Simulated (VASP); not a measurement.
Given:

```
CELL_PARAMETERS angstrom
      4.05885     0.00000     0.00000
      0.00000     4.06747     5.75041
      0.00000    -4.06747     5.75041
ATOMIC_POSITIONS crystal
  Zn 0.00000 0.99938 0.99938
  Zn 0.50000 0.99801 0.50180
  Zn 0.50000 0.50180 0.99801
  Cd 0.00000 0.50171 0.50171
  Se 0.50000 0.36276 0.36276
  Se 0.00000 0.36925 0.89229
  Se 0.00000 0.89229 0.36925
  Se 0.50000 0.87479 0.87479
```

Calculation: PBEsol GGA, VASP's PBE PAW potentials (set 64) (plane waves; VASP 6.6.1). Numerical set-up: 400 eV cut-off, 6×4×4 Γ-centred mesh, tetrahedra with Blöchl corrections, potentials Zn Cd Se.

The cores are frozen, which limits the accuracy of field gradients.

**Question.** Give the principal components of the electric field gradient (V/Å²) and the asymmetry η at each nucleus.

**Answer.** 
| atom | Vxx | Vyy | Vzz | η |
|---|---|---|---|---|
| Zn1 | 5.0 | 1.5 | -6.5 | 0.53 |
| Zn2 | -4.6 | -3.4 | 8.0 | 0.15 |
| Zn3 | -4.6 | -3.4 | 8.0 | 0.15 |
| Cd4 | 9.1 | 4.4 | -13.5 | 0.35 |
| Se5 | 32.2 | 4.8 | -37.0 | 0.74 |
| Se6 | 19.3 | 11.2 | -30.5 | 0.26 |
| Se7 | 19.3 | 11.2 | -30.5 | 0.26 |
| Se8 | -1.6 | -0.3 | 1.9 | 0.66 |

The structure comes from a computed database's Zn3CdSe4 entry (Amm2); how it stands against other phases isn't given here. It was relaxed first, which changed the volume by -6 %.
